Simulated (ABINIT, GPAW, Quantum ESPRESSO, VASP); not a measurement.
# One structure in several programs: TePd (P1, 4 atoms in the cell)

Self-consistent single point.

```xyz
4
Lattice="4.1820 0.0000 0.0000 -2.0910 3.6217 0.0000 0.0000 0.0000 5.7380" Properties=species:S:1:pos:R:3 pbc="T T T"
Te    -0.0334     2.4326     1.3867
Te     2.1328     1.1941     4.3112
Pd     0.0045    -0.0089     0.0370
Pd    -0.0130     0.0039     2.8721
```

Shared settings, as Quantum ESPRESSO writes them: occupations = smearing; smearing = fd; degauss = 0.0036749 Ry; K_POINTS = automatic 5 5 3 0 0 0. Potentials and cutoffs stand in the table.

| code | model | pressure (GPa) | largest force (eV/Å) | cutoff |
|---|---|---|---|---|
| GPAW | LDA (Perdew-Wang 92), GPAW PAW datasets LDA (gpaw-data 1.0.1) | -6.45 | 0.307 | 600 eV |
| Quantum ESPRESSO | LDA (PZ), GBRV 1.5 ultrasoft (LDA) pseudopotentials | -4.77 | 0.354 | 40 Ry |
| ABINIT | LDA (PW92), PAW (JTH v2.0 LDA PAW) | -5.15 | 0.344 | 48 Ry |
| VASP | LDA (PZ), VASP's LDA PAW potentials (set 64) | -5.92 | 0.327 | 300 eV |

Size of the force on each atom (eV/Å): Sizes of forces hide their directions.

```json
[
 {"code": "GPAW", "Te1": "0.307", "Te2": "0.189", "Pd3": "0.260", "Pd4": "0.086"},
 {"code": "Quantum ESPRESSO", "Te1": "0.354", "Te2": "0.221", "Pd3": "0.295", "Pd4": "0.088"},
 {"code": "ABINIT", "Te1": "0.344", "Te2": "0.213", "Pd3": "0.284", "Pd4": "0.083"},
 {"code": "VASP", "Te1": "0.327", "Te2": "0.203", "Pd3": "0.272", "Pd4": "0.086"}
]
```

On GPAW's run: spin-orbit coupling is off. Spin polarisation is off.

The spread over the programs that give each value: pressure within 1.68 GPa; largest force within 0.047 eV/Å.

The same LDA comes in different parametrisations, which differ slightly.

The shared mesh is coarse (it stands for a supercell whose shortest vector is 17 Å), so the values are not converged in it.

VASP's run is marked for a possible Pulay error in its stress at this cutoff; no cutoff test was made.

The starting cell comes from a database of computed structures (which also holds hypothetical and non-ambient phases and stackings), without a prior relaxation at this level. Its atoms were displaced at random from the sites of space group no. 194.

Left out of this page: Ansatz, CP2K, Elk, FLEUR and SIESTA (not drawn, or without a comparable value).
